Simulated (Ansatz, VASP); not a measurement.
# K18Si29O67 in two plane-wave programs

Aim: how closely do two programs agree when they are given the same cell, functional and k mesh? The structure shown is frame 39 of Ansatz's trajectory.

Main program and level: Ansatz 0.2.0; plane waves, with VASP 6.6.1 beside it; single point at PBE.

## (1) Set-up

The cell holds 114 atoms: 29 Si, 18 K and 67 O. Cell: a = 12.227 Å, b = 12.227 Å, c = 12.227 Å, α = 90.0°, β = 90.0°, γ = 90.0°. As first built, before any earlier steps moved the atoms (in the runner's words): 114 atoms (29 Si, 18 K, 67 O) placed at random at 2.38 g/cm^3, melted at 4000 K for 10 ps at fixed volume with the Morse and Coulomb pair potential with partial charges (Pedone, Malavasi, Menziani, Cormack and Segre, J. Phys. Chem. B 110, 11780 (2006)). Quenched from 4000 K to 300 K at 25 K/ps and fixed volume, held 10 ps at zero pressure, then minimised at fixed cell.

## (2) Ansatz: dynamics, PBE

Ansatz runs on its default PAW (the set named soft_2) files.

One frame of this run of dynamics is then solved in both programs, so the motion causes no difference.

input.yaml reads:

```yaml
crystal:
  lattice:
    - [12.22663, 0.0, 0.0]
    - [0.0, 12.22663, 0.0]
    - [0.0, 0.0, 12.22663]
  atoms:
    - { symbol: Si, position: [0.78267, 0.99483, 0.80295] }
    - { symbol: Si, position: [0.23078, 0.9422, 0.47782] }
    - { symbol: Si, position: [0.32751, 0.01664, 0.25652] }
    - { symbol: Si, position: [0.22619, 0.55986, 0.87544] }
    - { symbol: Si, position: [0.904, 0.89157, 0.00467] }
    - { symbol: Si, position: [0.72258, 0.23402, 0.76558] }
    - { symbol: Si, position: [0.87861, 0.43388, 0.00428] }
    - { symbol: Si, position: [0.1395, 0.42004, 0.33425] }
    - { symbol: Si, position: [0.07123, 0.26309, 0.51271] }
    - { symbol: Si, position: [0.00799, 0.04584, 0.39064] }
    - { symbol: Si, position: [0.58388, 0.25372, 0.56535] }
    - { symbol: Si, position: [0.66817, 0.89954, 0.11319] }
    - { symbol: Si, position: [0.14588, 0.08695, 0.67196] }
    - { symbol: Si, position: [0.04021, 0.56245, 0.71461] }
    - { symbol: Si, position: [0.55282, 0.89406, 0.88926] }
    - { symbol: Si, position: [0.91065, 0.67013, 0.90798] }
    - { symbol: Si, position: [0.66882, 0.51717, 0.28928] }
    - { symbol: Si, position: [0.71699, 0.27581, 0.35071] }
    - { symbol: Si, position: [0.64401, 0.3454, 0.98417] }
    - { symbol: Si, position: [0.18167, 0.21656, 0.1695] }
    - { symbol: Si, position: [0.87721, 0.38416, 0.62247] }
    - { symbol: Si, position: [0.7423, 0.57441, 0.52355] }
    - { symbol: Si, position: [0.96168, 0.0923, 0.14213] }
    - { symbol: Si, position: [0.54224, 0.50269, 0.64817] }
    - { symbol: Si, position: [0.96632, 0.71196, 0.52405] }
    - { symbol: Si, position: [0.71018, 0.14916, 0.13891] }
    - { symbol: Si, position: [0.44835, 0.41698, 0.86053] }
    - { symbol: Si, position: [0.92677, 0.95572, 0.60056] }
    - { symbol: Si, position: [0.89702, 0.41833, 0.25589] }
    - { symbol: K, position: [0.46651, 0.74271, 0.25792] }
[... 78 atom lines left out ...]
    - { symbol: O, position: [0.59152, 0.85633, 0.01537] }
    - { symbol: O, position: [0.24589, 0.82144, 0.511] }
    - { symbol: O, position: [0.64502, 0.38547, 0.31512] }
    - { symbol: O, position: [0.66268, 0.95117, 0.83327] }
    - { symbol: O, position: [0.34453, 0.49547, 0.88056] }
    - { symbol: O, position: [0.59296, 0.56813, 0.20642] }
kpoints:
  mp_grid: { grid: [1, 1, 1] }
hamiltonian:
  xc: pbe
scf:
  occupations: { method: fixed }
output:
  forces: true
  stress: true
md:
  timestep: 1.0
  n_steps: 117
  ensemble: nvt_nose_hoover
  temperature: 300
  initial_velocities: maxwell_boltzmann
  seed: 4614
```

The run is started by

```bash
$ ansatz run input.yaml --threads 4 --pin off --max-ram 8192MiB --backend cpu --events-out ev --progress --plain --runs-dir out
```

Numbers of over 12 decimals in the logs are rounded to 6 here.

What it wrote:

```text
Warning: md: disabling space-group detection — thermal motion breaks the input geometry's symmetry, so no spatial operation reduces the k-mesh or symmetrises the density; time reversal is kept, so that k and −k are solved as one point where they differ and the mesh holds both, and exact exchange and, on two spinor components, a DFT+U term hold to it where the run has them: on two components no moment then forms, and  [...]
Warning: output.stress: scf.convergence.dr2_threshold = 1e-7 eV (the SCF's general default) is looser than the 1.08e-8 eV advised for a printed stress (1e-10 eV for each atom of the cell: 114, of which 108 are counted). What an SCF threshold leaves in a stress goes as its square root, and in the free energy as the threshold itself, and one threshold admits the most on a small cell: [figures from the program's tests c [...]
Engine: ansatz 0.2.0, aarch64-unknown-linux-gnu
Pseudopotentials: kind: paw
Pseudopotential: Si, paw, valence charge 4, recommended cutoff 420 eV (normal), Si.paw.azcp
Pseudopotential: K, paw, valence charge 9, recommended cutoff 420 eV (normal), K.paw.azcp
Pseudopotential: O, paw, valence charge 6, recommended cutoff 420 eV (normal), O.paw.azcp
Functional definition: PBE
  parameter kappa = 0.804
  parameter beta = 0.066725
  exchange = pbe_x(kappa = kappa, mu = beta*pi^2/3)
  correlation = pbe_c(beta = beta)
Crystal: 114 atoms, lattice volume = 1827.765 Å³
Basis set: ecut = 420 eV, 35729 PW (Γ), exchange–correlation on 180×180×180 points (8 copies of the dense FFT grid, shifted against one another)
Bands: 454, of which v1, the nominal top of the filled ones, is band 340 counted from 1 (339 counted from 0)
Symmetry: 1 space group operations
k-points: 1
Non-local potential: Si, projectors of the file, l = 0: 2, l = 1: 2, l = 2: 2
Non-local potential: K, projectors of the file, l = 0: 3, l = 1: 2, l = 2: 2
Non-local potential: O, projectors of the file, l = 0: 2, l = 1: 2, l = 2: 1
PAW form: soft (Blöchl's): semilocal exchange-correlation on the pseudo side does not see the compensation charge
PAW one-centre angular grid: Si, 110 points (default); XC on 64 Gauss nodes
PAW one-centre angular grid: K, 110 points (default); XC on 64 Gauss nodes
PAW one-centre angular grid: O, 110 points (default); XC on 64 Gauss nodes
Initial density: superposition of atomic densities (neutral atoms: chi_scale 0, normalization atom), corrected by the library's trained network
Initial wavefunctions: pseudopotential atomic-orbital guess
Functional: x = pbe(κ = 0.804, μ = 0.219515), c = pbe(β = 0.066725)
SCF iter   1: F=—  HF=-84254.166931 eV  |F-HF|=—  |Δ(HF+E_count)|=         —  Δρ=1.87e-3  dr2=1.12e-1  ethr=1.77e-3  ⟨swp⟩=5.0  Hψ=1584  notcnv=0  defer=112
preconditioner: auto → Resta (q_TF=auto, 2.314 Å⁻¹)  ε∞=2.9  [insulator: Δε(μ)=2.660 eV  Ē_g=16.122 eV  n_scr=388 (ndim 8)  ℏωp=22.0 eV  f_vac=0.182  ε∞_Penn≈2.9]
SCF iter   2: F=—  HF=-84254.163638 eV  |F-HF|=—  |Δ(HF+E_count)|=   3.29e-3  Δρ=1.04e-3  dr2=2.92e-2  ethr=1.64e-5  ⟨swp⟩=3.0  Hψ=733  notcnv=0  defer=112
SCF iter   3: F=—  HF=-84254.165928 eV  |F-HF|=—  |Δ(HF+E_count)|=   2.29e-3  Δρ=5.45e-4  dr2=9.37e-3  ethr=4.29e-6  ⟨swp⟩=3.0  Hψ=616  notcnv=0  defer=104
automatic band count: iteration 3 solves 446 bands in place of 454: the levels show a gap, and the empty bands left out lie too high to hold charge; the band table lists the bands solved (type scf.n_extra_bands for more)
SCF iter   4: F=—  HF=-84254.165441 eV  |F-HF|=—  |Δ(HF+E_count)|=   4.87e-4  Δρ=1.77e-4  dr2=8.13e-4  ethr=1.38e-6  ⟨swp⟩=3.0  Hψ=619  notcnv=0  defer=104
SCF iter   5: F=—  HF=-84254.165564 eV  |F-HF|=—  |Δ(HF+E_count)|=   1.23e-4  Δρ=1.09e-4  dr2=2.01e-4  ethr=1.20e-7  ⟨swp⟩=2.0  Hψ=625  notcnv=0  defer=104
SCF iter   6: F=—  HF=-84254.165596 eV  |F-HF|=—  |Δ(HF+E_count)|=   3.17e-5  Δρ=3.07e-5  dr2=1.83e-5  ethr=2.96e-8  ⟨swp⟩=2.0  Hψ=647  notcnv=0  defer=104
[...]
automatic band count: iteration 1 solves 446 bands in place of 454: the levels show a gap, and the empty bands left out lie too high to hold charge; the band table lists the bands solved (type scf.n_extra_bands for more)
preconditioner: auto → Resta (q_TF=auto, 2.314 Å⁻¹)  ε∞=3.0  [insulator: Δε(μ)=3.313 eV  Ē_g=15.522 eV  n_scr=388 (ndim 8)  ℏωp=22.0 eV  f_vac=0.177  ε∞_Penn≈3.0]
SCF iter   2: F=—  HF=-84255.449559 eV  |F-HF|=—  |Δ(HF+E_count)|=   6.52e-3  Δρ=5.32e-4  dr2=4.87e-3  ethr=3.06e-6  ⟨swp⟩=2.0  Hψ=623  notcnv=0  defer=104
SCF iter   3: F=—  HF=-84255.448355 eV  |F-HF|=—  |Δ(HF+E_count)|=   1.20e-3  Δρ=2.76e-4  dr2=1.12e-3  ethr=7.16e-7  ⟨swp⟩=2.0  Hψ=615  notcnv=0  defer=104
SCF iter   4: F=—  HF=-84255.448108 eV  |F-HF|=—  |Δ(HF+E_count)|=   2.47e-4  Δρ=6.50e-5  dr2=9.64e-5  ethr=1.65e-7  ⟨swp⟩=2.0  Hψ=621  notcnv=0  defer=102
SCF iter   5: F=—  HF=-84255.452322 eV  |F-HF|=—  |Δ(HF+E_count)|=   4.21e-3  Δρ=4.22e-5  dr2=2.92e-5  ethr=1.42e-8  ⟨swp⟩=2.0  Hψ=665  notcnv=0  defer=102
SCF iter   6: F=—  HF=-84255.452318 eV  |F-HF|=—  |Δ(HF+E_count)|=   3.33e-6  Δρ=1.04e-5  dr2=1.94e-6  ethr=4.30e-9  ⟨swp⟩=2.0  Hψ=665  notcnv=0  defer=102
SCF iter   7: F=—  HF=-84255.452319 eV  |F-HF|=—  |Δ(HF+E_count)|=   9.49e-7  Δρ=5.59e-6  dr2=4.80e-7  ethr=2.85e-10  ⟨swp⟩=2.0  Hψ=633  notcnv=0  defer=102
SCF iter   8: F=-84255.452319 eV  HF=-84255.452319 eV  |F-HF|=4.22e-10  |Δ(HF+E_count)|=   3.65e-9  Δρ=1.65e-6  dr2=5.30e-8  ethr=1.47e-11  ⟨swp⟩=3.0  Hψ=1472  notcnv=0
SCF 118 converged in 8 iterations: F = -84255.452319 eV  dr2 = 5.30e-8
md step   117: t =   117.00 fs  T =   323.8 K  F+E_penalty+E_count = -84255.45231941 eV  E_kin = 4.730079 eV  conserved = -84249.79252798 eV  P_inst = 1.3002 GPa  (8 SCF iters)
SCF converged after 8 iterations
Free energy (F): -84255.452319 eV
Harris-Foulkes:  -84255.452319 eV  (|F-HF|=4.22e-10)
Internal energy: -84255.452319 eV  (E = F + TS)
E sigma→0 (E₀):  -84255.452319 eV
Fermi energy:    3.405455 eV
--- Per-component energies (eV) ---
  E_band       = -3979.783400
  E_kinetic    = 17802.567945
  E_local      = -48255.862601  (includes V_loc(G=0)·N_el)
  E_nonlocal   = 4138.498059
  E_hartree    = 18047.599547
  E_xc         = -9044.319495
  E_vxc        = -10721.415974  (∫ρ·V_xc dr)
  E_paw        = -39581.559356  (= ΣΔE_a)
  E_vpaw       = -3038.944950  (= ΣTr[D̂ρ^β])
  E_aug_tail   = 0.169243  (compensation charges beyond the density's cutoff)
  E_ewald      = -27362.545660
  E_smearing   = -0.000000  (= −TS)
  E_closure    = 0.000000  (closes the sum)
  Σ components = -84255.452319   (vs F -84255.452319, Δ=0.00e0)
--- Forces (eV/Å), atoms counted from 1 ---
  atom   1  Si     0.50916849     0.09148289    -0.97504153
  atom   2  Si    -0.07635852    -1.08783405     0.70801794
  atom   3  Si     0.17512181     0.76409738     1.40797191
  atom   4  Si    -1.92219317    -0.58315897    -1.76396126
  atom   5  Si     2.28719398     0.95885145     0.13809295
  atom   6  Si     2.24001719    -0.68023073    -0.88006667
  atom   7  Si     0.30144165     1.07943634     2.16762276
  atom   8  Si     1.21177735     3.00173694     2.21282708
  atom   9  Si     0.32550084    -1.83804120     0.03855528
  atom  10  Si    -0.57419943     1.02507472    -1.01276386
  atom  11  Si     0.08907033    -2.49065237     0.06104498
  atom  12  Si     0.49213533    -0.86301714     1.83258875
  atom  13  Si    -0.00988710     1.20003569    -1.17869761
  atom  14  Si    -0.12227459    -1.09730361    -2.23013843
  atom  15  Si     1.54644154    -0.47480577     0.50636688
  atom  16  Si     0.03616874     1.74028805     1.80974898
  atom  17  Si     0.39057710     0.54091391    -0.07025729
  atom  18  Si     1.19722693    -0.30724956    -0.60053210
  atom  19  Si    -0.93398408    -0.88461851     0.39244747
  atom  20  Si     0.76722331     0.41745192    -2.54702324
  atom  21  Si    -0.76179063     0.14496116    -0.33302729
  atom  22  Si    -0.39480640    -0.63908969     0.76030844
  atom  23  Si    -1.01391553    -1.06692489     0.49490529
  atom  24  Si     0.29534066     1.67581427    -1.54116470
[...]
atom 107  O      0.07925736     0.04819844     1.15525839
  atom 108  O      0.11743935    -0.53110999     0.30994817
  atom 109  O      0.34528350    -0.44782979    -1.24818146
  atom 110  O     -0.26556238     1.48294885    -0.92538974
  atom 111  O     -1.51359925    -0.16869065     0.57152270
  atom 112  O      0.05900978     0.50083070     0.58314418
  atom 113  O     -0.05745563     1.27102232     0.42524252
  atom 114  O      0.65552562    -0.36411712     0.86156438
  max |Σ_I F_I| component: 3.97e-5 eV/Å
--- Stress (GPa, compression-positive) ---
        1.096136       0.106068      -0.853926
        0.106068       1.664254       0.857095
       -0.853927       0.857096       0.303708
  P = ⅓ Tr σ = 1.0214 GPa (10.214 kbar)
--- MD trajectory: 117 steps, t = 0.0 → 117.0 fs ---
  final state: T = 323.8 K   F+E_penalty+E_count = -84255.45231941 eV   E_kin = 4.730079 eV
  conserved energy: peak-to-peak 8.542e-3 eV (7.493e-5 eV/atom) over 117.0 fs
```

The column dr2 measures how far the density is from self-consistency, as an energy; F and HF (Harris–Foulkes) agree once it is small.

## (3) VASP: single point, PBE

The same cell, functional and mesh now go to VASP, with its own data sets.

Lines of VASP's logs that name or quote its potential files are left out, and so is its time.

INCAR reads:

```
SYSTEM = K18Si29O67
PREC = Accurate
ENCUT = 520
EDIFF = 1E-06
NELM = 120
ISMEAR = 0
SIGMA = 0.01
LREAL = Auto
ALGO = Normal
GGA = PE
NBANDS = 432
LORBIT = 11
LWAVE = .FALSE.
LCHARG = .FALSE.
ISIF = 2
LASPH = .TRUE.
GGA_COMPAT = .FALSE.
EFERMI = MIDGAP
NCORE = 4
```

POSCAR reads:

```
K18Si29O67
1.0
   12.2266300000      0.0000000000      0.0000000000
    0.0000000000     12.2266300000      0.0000000000
    0.0000000000      0.0000000000     12.2266300000
Si K O
29 18 67
Direct
    0.7837319032      0.9975357069      0.7934075048
    0.2356740983      0.9360796884      0.4784147390
    0.3332725371      0.0115322047      0.2533077389
    0.2160775291      0.5736085904      0.8761531182
    0.8968374769      0.8892556657      0.9995665200
    0.7255065378      0.2300225001      0.7591952975
    0.8739693603      0.4270678020      0.0018647820
    0.1406192876      0.4212362687      0.3325282600
    0.0719658647      0.2654042856      0.5116454820
    0.0135932796      0.0472002506      0.3956282312
    0.5848872502      0.2508213629      0.5617983042
    0.6610161590      0.9101281383      0.1129910695
    0.1486345788      0.0892478140      0.6684425717
    0.0419412381      0.5703697585      0.7178674745
    0.5453505995      0.8920610176      0.8824590259
    0.8931324494      0.6657353662      0.9138577024
    0.6643613162      0.5259912175      0.2913312990
    0.7176057507      0.2827843813      0.3509061777
    0.6429490383      0.3516013816      0.9829364265
    0.1820288992      0.2072934243      0.1720752161
    0.8843974178      0.3798430148      0.6202935723
    0.7434755121      0.5764957310      0.5255004854
    0.9664887217      0.0784271709      0.1473014232
    0.5434203865      0.5067054454      0.6474474160
    0.9738905978      0.7091569795      0.5153995827
    0.7132055194      0.1490844166      0.1408646536
    0.4478012339      0.4115279517      0.8499316656
    0.9265349487      0.9559379813      0.5918065730
    0.8895419261      0.4237471814      0.2529560476
    0.4745543130      0.7525376985      0.2603088504
[... 78 atom lines left out ...]
    0.5869810406      0.8467991589      0.0184924219
    0.2453905941      0.8138383185      0.5134284754
    0.6302472554      0.3903119666      0.3251509206
    0.6546039260      0.9511942375      0.8152614416
    0.3472747601      0.5041454595      0.8759322888
    0.5714248325      0.5759968201      0.2193490766
```

KPOINTS reads:

```
Automatic mesh
0
Gamma
1 1 1
0 0 0
```

PAW data sets: Si, K_sv and O (PBE family, release 64).

The run is started by

```bash
$ mpirun -np 16 vasp_gam
```

What it wrote:

```text
[banner, memory and clock lines left out]
running   16 mpi-ranks, on    1 nodes
[...]
LDA part: xc-table for (Slater+PW92), standard interpolation
 POSCAR, INCAR and KPOINTS ok, starting setup
[...]
entering main loop
       N       E                     dE             d eps       ncg     rms          rms(c)
DAV:   1     0.705791078288E+04    0.70579E+04   -0.38990E+05   864   0.155E+03
DAV:   2    -0.205206012638E+03   -0.72631E+04   -0.69967E+04  1064   0.420E+02
DAV:   3    -0.889078565665E+03   -0.68387E+03   -0.67934E+03  1080   0.133E+02
DAV:   4    -0.911155648860E+03   -0.22077E+02   -0.21989E+02  1088   0.254E+01
[...]
DAV:  19    -0.792943279656E+03    0.28060E-05   -0.11176E-05  1008   0.984E-03    0.124E-02
DAV:  20    -0.792943278994E+03    0.66204E-06   -0.15508E-05  1024   0.104E-02    0.627E-03
DAV:  21    -0.792943279309E+03   -0.31457E-06   -0.69185E-06  1032   0.484E-03
   1 F= -.79294328E+03 E0= -.79294328E+03  d E =0.000000E+00
```

Parts of OUTCAR (step 3):

```text
  Total      -24.6463857    -16.2958042    -19.5937627      8.6384357      2.3317388     -6.0682254
  in kB      -21.6044649    -14.2845338    -17.1754497      7.5722576      2.0439496     -5.3192693
  external PRESSURE =     -17.6881495 kB  Pullay stress =       0.0000000 kB

 POSITION                                       TOTAL-FORCE (eV/Angst)
 -----------------------------------------------------------------------------------
      9.58240     12.19650      9.70070        -1.694071     -1.009530      0.243152
      2.88150     11.44510      5.84940        -0.804638      2.222361     -0.089675
      4.07480      0.14100      3.09710        -3.253089      0.675095      1.536252
[...]
11.58190      3.60530      6.57990        -0.250586      0.530695      0.844756
      4.97890      3.64640      9.87540        -0.113871     -0.652512     -0.258305
      9.72270      6.37030      3.14890         0.905835     -0.161080     -0.611760
      1.34890     11.63720      5.01120        -0.001536      1.097861      0.626109
      8.96620      5.48570      0.21440        -0.362992     -1.733636     -0.792976
     11.05510      0.15770      5.77910         0.731175      0.046223      0.079293
      2.87910      8.49910     10.41600         0.221488      2.893235      0.012954
      7.93270      7.18250      7.58820         0.913848     -0.001868     -0.511232
      3.09800      2.99250      0.86810         0.673375     -0.226821     -0.378659
     10.25570      8.25520      6.55610        -0.413193     -0.950623     -0.013133
[...]
-----------------------------------------------------------------------------------
    total drift:                               -0.020852     -0.024947      0.000688

  FREE ENERGIE OF THE ION-ELECTRON SYSTEM (eV)
  ---------------------------------------------------
  free  energy   TOTEN  =      -792.9432793085 eV

  energy  without entropy=     -792.9432793085  energy(sigma->0) =     -792.94327931

[... 3 further parts left out ...]
[key lines of the parts left out:]
E-fermi :   2.7364
```

The run ends at a pressure of -1.77 GPa, with forces up to 4.5 eV/Å.

## (4) Side by side

Known differences besides the potentials themselves: fixed occupations in Ansatz, narrow Gaussian smearing in VASP; the cutoff is 420 eV in Ansatz and 520 eV in VASP (PREC = Accurate, projectors in real space). Total energies have different zeros and are not compared.

Forces on 10 of the 114 atoms, those with the largest forces and the largest differences (eV/Å; atoms numbered as in POSCAR):

```csv
atom,"Ansatz x, y, z","VASP x, y, z"
Si3,"-3.201, 0.666, 1.465","-3.253, 0.675, 1.536"
Si4,"1.787, -4.022, -0.402","1.834, -4.079, -0.460"
Si7,"-0.872, 1.179, -0.559","-0.900, 1.252, -0.467"
Si15,"2.579, 0.658, 1.647","2.655, 0.687, 1.673"
Si16,"0.243, -0.274, -0.851","0.354, -0.267, -0.821"
Si17,"-0.969, -1.831, 1.442","-0.939, -1.843, 1.484"
Si23,"-1.688, 2.232, -0.404","-1.710, 2.247, -0.418"
Si27,"0.011, 2.630, 0.766","0.042, 2.718, 0.826"
O69,"0.223, 2.815, 0.017","0.221, 2.893, 0.013"
O98,"-0.443, 0.606, 0.868","-0.422, 0.536, 0.757"
```

The forces differ by 32 meV/Å r.m.s., which is 3.7 % of the r.m.s. force of 0.847 eV/Å (both taken over all components).

## (5) Outcome

- r.m.s. force difference (single point, PBE): 3.7 % of the r.m.s. force

The r.m.s. force difference is 3.7 % of the r.m.s. force (single point, PBE), beyond the 3 % picked in this series as the mark of a large difference. What causes the difference of the single point, PBE pair stays open here. 2 further runs of this series are not shown here. Such differences can come from data sets, numerical settings and the points named under the comparisons, not from the functional's error against experiment.

[Lines on the potential files, build, host, timing and source positions are cut from VASP's logs without a mark.]

[Logs are printed without paths, hosts, clocks, repeated set-up lines and the standing remarks that a program may print on its own settings, such as how far it seeks lower states.]

[Hosts, paths, dates, database ids (printed as entryN), source tags and the programs' standing remarks are cut or masked in the printed files.]
